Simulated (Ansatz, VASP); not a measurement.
# BC127 (substitutional B in diamond) in two plane-wave programs, part 2 of 2

Aim: how closely do two programs agree when they are given the same cell, functional and k mesh? The structure shown is the start of the Ansatz relaxation below; VASP solves that cell, so the two are compared at the walk's first step.

VASP 6.6.1 and Ansatz 0.2.0.

So far. Step 3 (VASP: single point, PBE, start cell, pair 1): The run ends at a pressure of 8.08 GPa, with forces up to 4.3 eV/Å.

## 6. VASP: single point, PBE, start cell, pair 2

Level of this step: PBE, spin-polarised from a ferromagnetic start; plane waves and PAW (C, B) (VASP).

The same cell, functional, mesh and smearing now go to VASP, with its own data sets.

INCAR

```
SYSTEM = BC127
PREC = Accurate
ENCUT = 520
EDIFF = 1E-06
NELM = 200
ISMEAR = -1
SIGMA = 0.01
LREAL = Auto
ALGO = Normal
GGA = PE
NBANDS = 352
ISPIN = 2
MAGMOM = 0.01 0 0.01 0 0 0 0 0 0.01 0 0.01 0.01 0.01 0 0 0 0 0 0.01 0 0 0 0 0 0 0 0 0 0 0 0 0 0.01 0 0.01 0.01 0.01 0 0 0 0.01 0.01 0.04 0.01 0.01 0.01 0.01 0.01 0 0.01 0.01 0 0.01 0 0 0 0 0.01 0.01 0 0 0 0 0 0 0.01 0 0 0 0 0 0.01 0 0.01 0.01 0 0.01 0 0 0 0 0 0.01 0 0 0 0 0 0 0 0 0 0 0 0 0 0 0 0 0 0 0 0 0 0 0.01 0.01 0 0 0 0 0 0 0 0 0 0 0 0 0 0 0 0 0 0 0 0 0.02
LORBIT = 11
LWAVE = .FALSE.
LCHARG = .FALSE.
ISIF = 2
NUPDOWN = 1
LASPH = .TRUE.
GGA_COMPAT = .FALSE.
NCORE = 4
```

POSCAR

```
BC127
1.0
    0.0000000000      7.1439157092      7.1439157092
    7.1439157092      0.0000000000      7.1439157092
    7.1439157092      7.1439157092      0.0000000000
C B
127 1
Direct
    0.1253802587      0.1294522553      0.1196391496
    0.1822675481      0.1914840622      0.1865502134
[... 3 atom lines left out ...]
    0.1905000780      0.1880018683      0.6898479350
[... 4 atom lines left out ...]
    0.1310506784      0.3732730212      0.3726858082
    0.1852146713      0.4329817324      0.4412207714
    0.1273509567      0.3794834108      0.6216178467
    0.1883227007      0.4394089499      0.6816101559
    0.1225948815      0.3707520648      0.8770966449
[... 2 atom lines left out ...]
    0.1853529008      0.6828824273      0.1911770177
    0.1217173516      0.6258706964      0.3720500924
    0.1848940488      0.6833622762      0.4397913732
    0.1214702882      0.6242389582      0.6308020256
    0.1816531791      0.6898274281      0.6879966394
[... 4 atom lines left out ...]
    0.1196859026      0.8748875623      0.3759799400
[... 8 atom lines left out ...]
    0.4399847546      0.1818399115      0.4373944385
    0.3774882165      0.1276784381      0.6190795329
    0.4331336799      0.1876323230      0.6928527297
    0.3732322173      0.1243810168      0.8715765630
[... 1 atom line left out ...]
    0.3741161862      0.3764573393      0.1295046775
    0.4410390083      0.4316818151      0.1887168823
    0.3690743434      0.3758794349      0.3779515478
    0.3734783708      0.3750159029      0.6209812910
    0.4368560083      0.4408300193      0.6902724921
[... 2 atom lines left out ...]
    0.3772322644      0.6295018983      0.1223611162
    0.4336119190      0.6851357434      0.1927157397
    0.3726683108      0.6246075936      0.3719075236
    0.4361904769      0.6872896042      0.4430595389
    0.3743512814      0.6303116083      0.6204913636
[... 3 atom lines left out ...]
    0.3738694728      0.8778233472      0.1197773091
[... 1 atom line left out ...]
    0.3711210501      0.8782958472      0.3719073136
[... 6 atom lines left out ...]
    0.6904729424      0.1883494367      0.1815812998
    0.6206376419      0.1278814081      0.3725344907
    0.6887423789      0.1835440889      0.4351076674
    0.6274791980      0.1196096839      0.6286403260
    0.6817494352      0.1887504773      0.6882961250
[... 2 atom lines left out ...]
    0.6191279657      0.3772431128      0.1280162081
    0.6862026653      0.4325582952      0.1893118641
    0.6241199759      0.3700210931      0.3761605833
    0.6885048341      0.4396600727      0.4402937588
    0.6225237224      0.3803222365      0.6258658671
[... 3 atom lines left out ...]
    0.6296427874      0.6221613161      0.1211192902
    0.6897688467      0.6818796159      0.1873547442
    0.6282490839      0.6235131658      0.3699555828
[... 15 atom lines left out ...]
    0.8747251164      0.1307877274      0.3719137526
[... 5 atom lines left out ...]
    0.8721987008      0.3769218604      0.1297442520
[... 1 atom line left out ...]
    0.8770300848      0.3763052518      0.3776680899
[... 21 atom lines left out ...]
    0.4328511318      0.4426600381      0.4366890830
```

KPOINTS

```
Automatic mesh
0
Gamma
1 1 1
0 0 0
```

The projector-augmented-wave data sets are C and B (PBE family, release 64).

The run is started by

```bash
> mpirun -np 16 vasp_gam
```

Numbers of over 12 decimals in the logs are rounded to 6 here.

What it wrote:

```text
[... set-up lines as in an earlier step ...]
 entering main loop
       N       E                     dE             d eps       ncg     rms          rms(c)
DAV:   1     0.358353431833E+04    0.35835E+04   -0.31042E+05  1416   0.151E+03
DAV:   2    -0.838949971432E+03   -0.44225E+04   -0.41062E+04  1848   0.347E+02
DAV:   3    -0.117999164853E+04   -0.34104E+03   -0.33593E+03  1768   0.920E+01
DAV:   4    -0.118807049686E+04   -0.80788E+01   -0.80132E+01  1720   0.153E+01
[...]
DAV:  15    -0.114460121752E+04   -0.26954E-04   -0.22617E-05  1536   0.993E-03    0.913E-03
DAV:  16    -0.114460122015E+04   -0.26334E-05   -0.27899E-06  1280   0.339E-03    0.412E-03
DAV:  17    -0.114460122060E+04   -0.44780E-06   -0.63808E-07   848   0.167E-03
   1 F= -.11446012E+04 E0= -.11445999E+04  d E =-.271804E-02  mag=     1.0000
```

Parts of OUTCAR (step 6):

```text
 magnetization (x)
# of ion       s       p       d       tot
------------------------------------------
    1        0.000   0.007   0.000   0.008
    2       -0.000   0.003   0.000   0.003
    3        0.000   0.006   0.000   0.007
    4        0.000   0.004   0.000   0.004
    5        0.000   0.004   0.000   0.005
    6        0.000   0.003   0.000   0.003
[...]
126        0.000   0.003   0.000   0.003
  127        0.000   0.003   0.000   0.003
  128        0.001   0.032   0.000   0.032
--------------------------------------------------
tot          0.020   0.769   0.000   0.789
```

The run ends at a pressure of 4.91 GPa, with forces up to 3.9 eV/Å.

## 7. Comparison

What differs besides the data sets and the points named for the pairs above, as far as they apply: VASP starts from the moments at which Ansatz ended. Total energies have different zeros and are not compared.

Forces on 9 of the 128 atoms, those with the largest forces and the largest differences (eV/Å; atoms numbered as in POSCAR):

| atom | Ansatz x, y, z | VASP x, y, z |
| --- | --- | --- |
| C2 | -2.144, 2.745, 0.217 | -2.150, 2.762, 0.208 |
| C44 | 2.712, 2.422, -0.597 | 2.710, 2.431, -0.588 |
| C51 | -2.586, -2.696, 0.931 | -2.604, -2.709, 0.943 |
| C93 | -1.092, 3.271, -0.284 | -1.098, 3.285, -0.296 |
| C100 | -0.830, -2.790, -1.998 | -0.845, -2.805, -2.017 |
| C107 | 0.887, 2.671, 0.594 | 0.898, 2.690, 0.609 |
| C115 | 1.249, -2.752, -1.929 | 1.265, -2.757, -1.942 |
| C119 | -1.473, 2.748, -1.070 | -1.480, 2.773, -1.081 |
| C127 | -0.577, 0.562, -3.416 | -0.586, 0.558, -3.429 |

The forces differ by 9.3 meV/Å r.m.s., which is 0.6 % of the r.m.s. force of 1.468 eV/Å (both taken over all components). Moments aren't recorded for both runs of this pair, so they may hold unlike magnetic states.

## 8. Results

```
r.m.s. force difference (single point, PBE, start cell, pair 1) : 0.63 % of the r.m.s. force
r.m.s. force difference (single point, PBE, start cell, pair 2) : 0.63 % of the r.m.s. force
```

In words: The r.m.s. force difference is 0.63 % of the r.m.s. force (single point, PBE, start cell, pair 2), within the 3 % picked in this series as the mark of a large difference. 2 further runs of this series are not shown here. How closely two codes agree says nothing of how well the functional describes the real material.

[Lines on the potential files, build, host, timing and source positions are cut from VASP's logs without a mark.]

[Logs are printed without paths, hosts, clocks, repeated set-up lines and the standing remarks that a program may print on its own settings, such as how far it seeks lower states.]

[Hosts, paths, dates, database ids (printed as entryN), source tags and the programs' standing remarks are cut or masked in the printed files.]
